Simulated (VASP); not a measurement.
Input:

```
CELL_PARAMETERS angstrom
      3.94104     0.00000     0.00000
      0.00000     3.94104     0.00000
      0.00000     0.00000     3.94104
ATOMIC_POSITIONS crystal
  Ti 0.00000 0.00000 0.00000
  Pt 0.00000 0.50000 0.50000
  Pt 0.50000 0.00000 0.50000
  Pt 0.50000 0.50000 0.00000
```

The numbers are results of revTPSS meta-GGA, VASP's PBE PAW potentials (set 64) (plane waves; VASP), not measurements. Settings: 520 eV cut-off, 8×8×8 Γ-centred mesh, first-order Methfessel-Paxton smearing of 0.10 eV, potentials Ti_sv Pt.

Question: Give the stress tensor in GPa (positive for a compressed cell).

Answer: 
```
-7.31   0.00   0.00
 0.00  -7.31   0.00
 0.00   0.00  -7.31
```
The pressure is its mean diagonal, -7.31 GPa.

The compound is Pt3Ti in the L1_2 structure. This cell is one point of a volume scan, at 1.03 of the reference volume.
